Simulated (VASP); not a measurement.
Calculation: rev-vdW-DF2, VASP's PBE PAW potentials (set 64) (plane waves; VASP).

VASP input:

File POSCAR:
```
TiO2
4.6150190
  0.9999999704   0.0000000000   0.0000000000
  0.0000000000   0.9999999704   0.0000000000
  0.0000000000   0.0000000000   0.6415139375
Ti O
2 4
Cartesian
  0.0000000000   0.0000000000   0.0000000000
  0.4999999852   0.4999999852   0.3207569688
  0.3042271995   0.3042271995   0.6415139375
  0.8042271847   0.1957727857   0.3207569688
  0.1957727857   0.8042271847   0.3207569688
  0.6957727709   0.6957727709   0.0000000000
```

### KPOINTS
```
k-points along high-symmetry lines
10
Line-mode
Reciprocal
  0.000000   0.000000   0.000000 ! GAMMA
  0.000000   0.500000   0.000000 ! X

  0.000000   0.500000   0.000000 ! X
  0.500000   0.500000   0.000000 ! M

  0.500000   0.500000   0.000000 ! M
  0.000000   0.000000   0.000000 ! GAMMA

  0.000000   0.000000   0.000000 ! GAMMA
  0.000000   0.000000   0.500000 ! Z

  0.000000   0.000000   0.500000 ! Z
  0.000000   0.500000   0.500000 ! R

  0.000000   0.500000   0.500000 ! R
  0.500000   0.500000   0.500000 ! A

  0.500000   0.500000   0.500000 ! A
  0.000000   0.000000   0.500000 ! Z

  0.000000   0.500000   0.000000 ! X
  0.000000   0.500000   0.500000 ! R

  0.500000   0.500000   0.000000 ! M
  0.500000   0.500000   0.500000 ! A
```

INCAR:
```
AGGAC = 0.0
ALGO = Normal
EDIFF = 1E-7
ENCUT = 520
GGA = MK
ICHARG = 11
ISMEAR = 0
LASPH = .TRUE.
LCHARG = .FALSE.
LMAXMIX = 4
LORBIT = 11
LREAL = .FALSE.
LUSE_VDW = .TRUE.
LWAVE = .FALSE.
NELM = 100
PARAM1 = 0.1234568
PARAM2 = 0.7114
PREC = Accurate
SIGMA = 0.05
SYSTEM = TiO2
ZAB_VDW = -1.8867
```

POTCAR, in this order: Ti_sv O (PBE.64 set). Program: vasp_std. Read from the step before: CHGCAR.

The resulting files:

**OUTCAR**
```
 ion  position               nearest neighbor table
   1  0.000  0.000  0.000-   4 1.96   5 1.96   4 1.96   5 1.96   3 1.99   6 1.99
   2  0.500  0.500  0.500-   3 1.96   6 1.96   3 1.96   6 1.96   5 1.99   4 1.99
   3  0.304  0.304  0.000-   2 1.96   2 1.96   1 1.99
   4  0.804  0.196  0.500-   1 1.96   1 1.96   2 1.99
   5  0.196  0.804  0.500-   1 1.96   1 1.96   2 1.99
   6  0.696  0.696  0.000-   2 1.96   2 1.96   1 1.99
  LATTYP: Found a simple tetragonal cell.
 ALAT       =     4.6150188636
 C/A-ratio  =     0.6415139565
 Subroutine PRICEL returns:
 Original cell was already a primitive cell.
 Subroutine GETGRP returns: Found 16 space group operations
The static configuration has the point symmetry D_2h.
 The point group associated with its full space group is D_4h.
The dynamic configuration has the point symmetry D_2h.
 Subroutine INISYM returns: Found 16 space group operations
   k-points           NKPTS =     90   k-points in BZ     NKDIM =     90   number of bands    NBANDS=     28
   number of dos      NEDOS =    301   number of ions     NIONS =      6
   total plane-waves  NPLWV =  31104
   dimension x,y,z NGX =    36 NGY =   36 NGZ =   24
   dimension x,y,z NGXF=    72 NGYF=   72 NGZF=   48
   ions per type =               2   4
   PREC   = accura    normal or accurate (medium, high low for compatibility)
   ISTART =      0    job   : 0-new  1-cont  2-samecut
   ICHARG =     11    charge: 1-file 2-atom 10-const
   ISPIN  =      1    spin polarized calculation?
   LNONCOLLINEAR =      F non collinear calculations
   LSORBIT =      F    spin-orbit coupling
   INIWAV =      1    electr: 0-lowe 1-rand  2-diag
   ENCUT  =  520.0 eV  38.22 Ry    6.18 a.u.   8.58  8.58  5.50*2*pi/ulx,y,z
   NELM   =    100;   NELMIN=  2; NELMDL= -5     # of ELM steps
   EDIFF  = 0.1E-06   stopping-criterion for ELM
   LREAL  =      F    real-space projection
   NLSPLINE    = F    spline interpolate recip. space projectors
   LMAXMIX     =    4 max onsite mixed and CHGCAR
   VOSKOWN=      0    Vosko Wilk Nusair interpolation
   EDIFFG = 0.1E-05   stopping-criterion for IOM
   NSW    =      0    number of steps for IOM
   NBLOCK =      1;   KBLOCK =      1    inner block; outer block
...
```

File OSZICAR:
```
       N       E                     dE             d eps       ncg     rms          rms(c)
DAV:   1     0.623840486097E+03    0.62384E+03   -0.25880E+04  5040   0.206E+03
DAV:   2     0.570590174676E+02   -0.56678E+03   -0.54996E+03  5264   0.576E+02
DAV:   3    -0.369275096782E+02   -0.93987E+02   -0.88820E+02  8220   0.192E+02
DAV:   4    -0.429844149145E+02   -0.60569E+01   -0.59448E+01  7096   0.501E+01
DAV:   5    -0.432565178508E+02   -0.27210E+00   -0.27131E+00  7084   0.830E+00
DAV:   6    -0.432617222441E+02   -0.52044E-02   -0.52002E-02  6664   0.125E+00
DAV:   7    -0.432619119899E+02   -0.18975E-03   -0.18968E-03  7148   0.197E-01
DAV:   8    -0.432619169328E+02   -0.49429E-05   -0.49385E-05  6760   0.246E-02
DAV:   9    -0.432619171616E+02   -0.22884E-06   -0.22882E-06  6432   0.413E-03
DAV:  10    -0.432619171745E+02   -0.12902E-07   -0.12907E-07  3800   0.696E-04
   1 F= -.43261917E+02 E0= -.43261917E+02  d E =-.260968E-19
```

**OUTCAR**
```
 val. band max:        4.5925811903   @ k =   0.0000   0.0000   0.0000

 cond. band min:       6.3923938858   @ k =   0.0000   0.0000   0.0000



 k-point     1 :       0.0000    0.0000    0.0000
  band No.  band energies     occupation
      1     -52.1818      2.00000
      2     -52.1654      2.00000
      3     -28.5954      2.00000
      4     -28.5954      2.00000
      5     -28.4385      2.00000
      6     -28.4385      2.00000
      7     -28.4028      2.00000
      8     -28.3709      2.00000
      9     -13.4577      2.00000
     10     -12.2955      2.00000
     11     -11.5966      2.00000
     12     -11.5966      2.00000
     13      -1.0994      2.00000
     14      -0.6937      2.00000
     15      -0.3068      2.00000
     16       0.8271      2.00000
     17       0.8271      2.00000
     18       2.0404      2.00000
     19       2.0404      2.00000
     20       2.6320      2.00000
     21       3.8956      2.00000
     22       4.1352      2.00000
     23       4.1352      2.00000
     24       4.5926      2.00000
     25       6.3924      0.00000
     26       6.6725      0.00000
     27       6.9307      0.00000
     28       7.0261      0.00000

 k-point     2 :       0.0000    0.0556    0.0000
  band No.  band energies     occupation
      1     -52.1817      2.00000
      2     -52.1655      2.00000
      3     -28.5945      2.00000
      4     -28.5944      2.00000
      5     -28.4397      2.00000
      6     -28.4396      2.00000
      7     -28.4026      2.00000
      8     -28.3711      2.00000
      9     -13.4471      2.00000
     10     -12.2957      2.00000
     11     -11.6081      2.00000
     12     -11.6007      2.00000
     13      -1.0786      2.00000
     14      -0.6811      2.00000
     15      -0.2873      2.00000
     16       0.8284      2.00000
     17       0.8294      2.00000
     18       2.0199      2.00000
     19       2.0362      2.00000
     20       2.6331      2.00000
     21       3.8745      2.00000
...
```

The density is held fixed in this step, so its total energy and stress have no physical meaning.

The compound is TiO2 in the rutile structure. It was relaxed first.
